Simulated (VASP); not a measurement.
Here is a VASP 6.6.1 calculation.

Contents of INCAR:

```
SYSTEM = MgO
  PREC = Accurate
  ENCUT = 700
  EDIFF = 1E-6
  ISMEAR = 0
  SIGMA = 0.02
  LREAL = .FALSE.
  LASPH = .TRUE.
  NELM = 80
  ALGO = Normal
  ISIF = 2
  LWAVE = .FALSE.
  LCHARG = .FALSE.
  GGA = PS
  NBANDS = 11
```

Contents of KPOINTS:

```
Automatic mesh
0
G
  10 10 10
  0 0 0
```

The input POSCAR:

```
MgO
1.0
    0.0000000000      2.1038000000      2.1038000000
    2.1038000000      0.0000000000      2.1038000000
    2.1038000000      2.1038000000      0.0000000000
Mg O
1 1
Direct
    0.0000000000      0.0000000000      0.0000000000
    0.5000000000      0.5000000000      0.5000000000
```

Potentials or basis: VASP PAW PBE potentials, release 64 (Mg, O).

Command:

```sh
$ cat potpaw_PBE.64/Mg/POTCAR potpaw_PBE.64/O/POTCAR > POTCAR
$ mpirun -np 1 vasp_std > vasp.out
```

Question: Estimate the pressure.

Answer: 0.0 GPa.

Question: What does it give for the band gap on the k mesh?

Answer: 4.67 eV, direct.

Caveat: the PAW data sets were made with another functional, which shifts forces and pressure a little.

**The experiment to reproduce.**

“Electronic structure of alkaline earth and post-transition metal oxides”, 2009, arxiv:0908.1581 quotes, for a bulk crystal of MgO: band gap 7.83 eV.

Against the measured gap of MgO, 7.83 eV (quoted in “Electronic structure of alkaline earth and post-transition metal oxides”, 2009, arxiv:0908.1581), the calculated 4.67 eV is off by -3.16 eV. The value is that of PBEsol, without temperature or zero-point motion. Semilocal functionals fall short of measured gaps as a rule.
